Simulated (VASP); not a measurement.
These are PBEsol GGA, VASP's PBE PAW potentials (set 64) (plane waves; VASP) values and carry that method's errors.

A VASP calculation is set up with these files.

File POSCAR:
```
CoSi2
5.3647650
  0.0000000000   0.5000000161   0.5000000161
  0.5000000161   0.0000000000   0.5000000161
  0.5000000161   0.5000000161   0.0000000000
Co Si
1 2
Direct
  0.0000000000   0.0000000000   0.0000000000
  0.2500000000   0.2500000000   0.2500000000
  0.7500000000   0.7500000000   0.7500000000
```

### INCAR
```
# general
SYSTEM =CoSi2
PREC   =Accurate
ENCUT  =480   # plane-wave cut-off (eV)
LREAL  =.FALSE.   # projection in real space or not
LASPH  =.TRUE.   # aspherical one-centre terms

# electronic loop
EDIFF  =1E-7
NELM   =100
ALGO   =Normal   # blocked Davidson
LMAXMIX=4   # l cut-off of mixed one-centre charges

# smearing
ISMEAR =1
SIGMA  =0.1   # width (eV)

# functional
GGA    =PS

# ions
ISIF   =2   # forces and stress, cell fixed

# output
LWAVE  =.FALSE.
LCHARG =.FALSE.
```

File KPOINTS:
```
Regular mesh
0
gamma
10 10 10
0 0 0
```

POTCAR, in this order: Co Si (PBE.64 set). Program: vasp_std.

What VASP printed:

OSZICAR:
```
       N       E                     dE             d eps       ncg     rms          rms(c)
DAV:   1     0.667005999939E+02    0.66701E+02   -0.67119E+03  1152   0.127E+03
DAV:   2    -0.183814247812E+02   -0.85082E+02   -0.78925E+02  1144   0.249E+02
DAV:   3    -0.225040136028E+02   -0.41226E+01   -0.39383E+01  1456   0.625E+01
DAV:   4    -0.225960326481E+02   -0.92019E-01   -0.91837E-01  1348   0.943E+00
DAV:   5    -0.225990733163E+02   -0.30407E-02   -0.30401E-02  1528   0.171E+00    0.151E+01
DAV:   6    -0.265246566292E+02   -0.39256E+01   -0.46136E+01  1400   0.144E+02    0.186E+01
DAV:   7    -0.209880553005E+02    0.55366E+01   -0.18650E+01  1492   0.112E+02    0.352E+00
DAV:   8    -0.210045809434E+02   -0.16526E-01   -0.11506E+00  1340   0.920E+00    0.190E+00
DAV:   9    -0.209650808529E+02    0.39500E-01   -0.11248E-01  1436   0.695E+00    0.454E-01
DAV:  10    -0.209643550499E+02    0.72580E-03   -0.65956E-03  1528   0.991E-01    0.851E-02
DAV:  11    -0.209643045914E+02    0.50459E-04   -0.39440E-04  1680   0.349E-01    0.485E-02
DAV:  12    -0.209643143208E+02   -0.97294E-05   -0.24138E-05  1272   0.569E-02    0.230E-02
DAV:  13    -0.209643132025E+02    0.11183E-05   -0.33208E-06  1460   0.154E-02    0.457E-03
DAV:  14    -0.209643131806E+02    0.21920E-07   -0.73451E-07  1580   0.120E-02
   1 F= -.20964313E+02 E0= -.20964731E+02  d E =0.125316E-02
```

OUTCAR:
```
------------------------ aborting loop because EDIFF is reached ----------------------------------------
  FORCE on cell =-STRESS in cart. coord.  units (eV):
  Direction    XX          YY          ZZ          XY          YZ          ZX
  --------------------------------------------------------------------------------------
  Total       -1.2935199     -1.2935199     -1.2935199     -0.0000000     -0.0000000      0.0000000
  in kB      -53.6897704    -53.6897704    -53.6897704     -0.0000000     -0.0000000      0.0000000
  external PRESSURE =     -53.6897704 kB  Pullay stress =       0.0000000 kB
  volume of cell :       38.60
      direct lattice vectors                 reciprocal lattice vectors
     0.000000000  2.682382587  2.682382587    -0.186401449  0.186401449  0.186401449
     2.682382587  0.000000000  2.682382587     0.186401449 -0.186401449  0.186401449
     2.682382587  2.682382587  0.000000000     0.186401449  0.186401449 -0.186401449
 POSITION                                       TOTAL-FORCE (eV/Angst)
 -----------------------------------------------------------------------------------
      0.00000      0.00000      0.00000        -0.000000     -0.000000     -0.000000
      1.34119      1.34119      1.34119        -0.000000     -0.000000      0.000000
      4.02357      4.02357      4.02357         0.000000      0.000000     -0.000000
 -----------------------------------------------------------------------------------
    total drift:                               -0.000000     -0.000000      0.000000
  FREE ENERGIE OF THE ION-ELECTRON SYSTEM (eV)
  ---------------------------------------------------
  free  energy   TOTEN  =       -20.9643131806 eV

  energy  without entropy=      -20.9655663389  energy(sigma->0) =      -20.96473090
```
(Selected blocks of OUTCAR.)

The compound is CoSi2 in the fluorite structure. This cell was strained or had an atom moved on purpose. The run is not spin-polarised, so no magnetic state was tried. The electron count is odd and the run is not spin-polarised, which forces a metal.
